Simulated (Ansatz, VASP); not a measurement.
**Moving spin-orbit coupling in HgAl**

The cell as given:

Space group F-43m (No. 216). a = 6.137 Å, b = 6.137 Å, c = 6.137 Å, α = 90.00°, β = 90.00°, γ = 90.00°
| atom | site | symmetry | x | y | z |
| --- | --- | --- | --- | --- | --- |
| Al | 4a | -43m | 0.0000 | 0.0000 | 0.0000 |
| Hg | 4c | -43m | 0.2500 | 0.2500 | 0.2500 |

The cell comes from a database or a generator and needn't be the stable form of this composition.

Kept alike: task relaxation of cell and atoms; functional PBE; k mesh 6 × 6 × 6; occupations fermi-dirac, width 0.05 eV. Program: Ansatz, Ansatz PAW, cutoff 420 eV. The mesh is that of the run's cell of 2 atoms.

| spin-orbit coupling | volume (Å³/atom) |
| --- | --- |
| off | 28.839 |
| on | 28.212 |

The relaxations keep at least the cell's symmetry (F-43m). For a metal such a mesh leaves the last digits unconverged. Relaxations stop with a little pressure left, so the last digits of a volume or edge aren't settled.

Task: What does spin-orbit coupling change here?

Result: The volume runs from 28.212 (on) to 28.839 Å³/atom (off). A twin series (VASP, PBE PAW files Al, Hg, 600 eV) moves it by -0.4419 between off and on, against -0.6269 Å³/atom here.
